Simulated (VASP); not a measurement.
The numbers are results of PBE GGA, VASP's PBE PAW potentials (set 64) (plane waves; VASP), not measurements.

Input for VASP

### INCAR
```
SYSTEM = GaAs
PREC = Normal; ENCUT = 500; LREAL = .False.
LASPH = .True.
EDIFF = 1E-8; NELM = 100; ALGO = Normal
ISMEAR = 0; SIGMA = 0.01
GGA = PE
LWAVE = .True.; LCHARG = .False.
```

### POSCAR
```
GaAs
1
    0.0000000000     2.7868200000     2.7868200000
    2.7868200000     0.0000000000     2.7868200000
    2.7868200000     2.7868200000     0.0000000000
Ga As
1 1
Direct
  0.0000000000   0.0000000000   0.0000000000
  0.2500000000   0.2500000000   0.2500000000
```

File KPOINTS:
```
Automatic mesh
0
Gamma
4 4 4
0 0 0
```

POTCAR, in this order: Ga_d_GW As_GW (PBE.64 set). Program: vasp_std.

The resulting files:

OUTCAR:
```
 ion  position               nearest neighbor table
   1  0.000  0.000  0.000-   2 2.41   2 2.41   2 2.41   2 2.41
   2  0.250  0.250  0.250-   1 2.41   1 2.41   1 2.41   1 2.41
  LATTYP: Found a face centered cubic cell.
 ALAT       =     5.5736400000
 Subroutine PRICEL returns:
 Original cell was already a primitive cell.
 Subroutine GETGRP returns: Found 24 space group operations
The static configuration has the point symmetry T_d .
The dynamic configuration has the point symmetry T_d .
 Subroutine INISYM returns: Found 24 space group operations
 Subroutine IBZKPT returns following result:
 Found      8 irreducible k-points:

 Following reciprocal coordinates:
            Coordinates               Weight
  0.000000  0.000000  0.000000      1.000000
  0.250000  0.000000  0.000000      8.000000
  0.500000  0.000000  0.000000      4.000000
  0.250000  0.250000  0.000000      6.000000
  0.500000  0.250000  0.000000     24.000000
 -0.250000  0.250000  0.000000     12.000000
  0.500000  0.500000  0.000000      3.000000
 -0.250000  0.500000  0.250000      6.000000
   k-points           NKPTS =      8   k-points in BZ     NKDIM =      8   number of bands    NBANDS=     13
...
```

### OSZICAR
```
       N       E                     dE             d eps       ncg     rms          rms(c)
DAV:   1     0.124199903806E+03    0.12420E+03   -0.10135E+04   224   0.168E+03
DAV:   2    -0.576716225575E+00   -0.12478E+03   -0.12215E+03   233   0.356E+02
DAV:   3    -0.791572751785E+01   -0.73390E+01   -0.70297E+01   266   0.844E+01
DAV:   4    -0.819807756731E+01   -0.28235E+00   -0.28222E+00   301   0.205E+01
DAV:   5    -0.820188238246E+01   -0.38048E-02   -0.38047E-02   274   0.166E+00    0.439E+00
DAV:   6    -0.802629062749E+01    0.17559E+00   -0.34557E-01   342   0.144E+01    0.251E+00
DAV:   7    -0.799780800919E+01    0.28483E-01   -0.91589E-02   261   0.282E+00    0.800E-01
DAV:   8    -0.799938098799E+01   -0.15730E-02   -0.78683E-03   236   0.643E-01    0.132E-01
DAV:   9    -0.799982394331E+01   -0.44296E-03   -0.13412E-03   254   0.381E-01    0.478E-02
DAV:  10    -0.799997569508E+01   -0.15175E-03   -0.18334E-04   248   0.147E-01    0.972E-03
DAV:  11    -0.799999473673E+01   -0.19042E-04   -0.27229E-05   251   0.664E-02    0.320E-03
DAV:  12    -0.799999534606E+01   -0.60933E-06   -0.16733E-06   259   0.112E-02    0.112E-03
DAV:  13    -0.799999524674E+01    0.99317E-07   -0.16043E-07   262   0.550E-03    0.123E-04
DAV:  14    -0.799999527450E+01   -0.27765E-07   -0.69916E-09   210   0.943E-04    0.567E-05
DAV:  15    -0.799999527710E+01   -0.25975E-08   -0.12261E-09   134   0.492E-04
   1 F= -.79999953E+01 E0= -.79999953E+01  d E =-.509622E-28
```

**OUTCAR**
```
------------------------ aborting loop because EDIFF is reached ----------------------------------------
  FORCE on cell =-STRESS in cart. coord.  units (eV):
  Direction    XX          YY          ZZ          XY          YZ          ZX
  --------------------------------------------------------------------------------------
  Total        1.9315706      1.9315706      1.9315706     -0.0000000     -0.0000000      0.0000000
  in kB       71.4931483     71.4931483     71.4931483     -0.0000000     -0.0000000      0.0000000
  external PRESSURE =      71.4931483 kB  Pullay stress =       0.0000000 kB
  volume of cell :       43.29
      direct lattice vectors                 reciprocal lattice vectors
     0.000000000  2.786820000  2.786820000    -0.179415965  0.179415965  0.179415965
     2.786820000  0.000000000  2.786820000     0.179415965 -0.179415965  0.179415965
     2.786820000  2.786820000  0.000000000     0.179415965  0.179415965 -0.179415965
  FREE ENERGIE OF THE ION-ELECTRON SYSTEM (eV)
  ---------------------------------------------------
  free  energy   TOTEN  =        -7.9999952771 eV

  energy  without entropy=       -7.9999952771  energy(sigma->0) =       -7.99999528
```
(Selected blocks of OUTCAR.)

### OUTCAR
```
 val. band max:        4.3037156612   @ k =   0.0000   0.0000   0.0000

 cond. band min:       5.1316598904   @ k =   0.0000   0.0000   0.0000


 Fermi energy:         4.3791503670

 k-point     1 :       0.0000    0.0000    0.0000
  band No.  band energies     occupation
      1     -10.6343      2.00000
      2     -10.6343      2.00000
      3     -10.6343      2.00000
      4     -10.5454      2.00000
      5     -10.5454      2.00000
      6      -8.7424      2.00000
      7       4.3037      2.00000
      8       4.3037      2.00000
      9       4.3037      2.00000
     10       5.1317      0.00000
     11       8.0081      0.00000
     12       8.0081      0.00000
     13       8.0082      0.00000

 k-point     2 :       0.2500    0.0000    0.0000
  band No.  band energies     occupation
      1     -10.6851      2.00000
      2     -10.6215      2.00000
      3     -10.6215      2.00000
      4     -10.5453      2.00000
      5     -10.5453      2.00000
      6      -8.0034      2.00000
      7       0.0616      2.00000
      8       3.5770      2.00000
      9       3.5770      2.00000
     10       5.8731      0.00000
     11       8.9109      0.00000
     12       8.9109      0.00000
     13      10.4621      0.00000

 k-point     3 :       0.5000    0.0000    0.0000
  band No.  band energies     occupation
      1     -10.7271      2.00000
      2     -10.6124      2.00000
      3     -10.6124      2.00000
      4     -10.5411      2.00000
      5     -10.5411      2.00000
      6      -6.8364      2.00000
      7      -2.5982      2.00000
      8       3.0879      2.00000
      9       3.0880      2.00000
     10       5.4028      0.00000
     11       8.9174      0.00000
     12       8.9174      0.00000
     13      12.0763      0.00000

 k-point     4 :       0.2500    0.2500    0.0000
  band No.  band energies     occupation
      1     -10.7080      2.00000
      2     -10.6067      2.00000
      3     -10.6067      2.00000
...
```

The compound is GaAs in the zinc blende structure. This cell is one point of a volume scan, at 0.96 of the reference volume. The k-mesh is coarse (spacing up to 0.49 per Å, 2π included), so the numbers may not be converged in it.
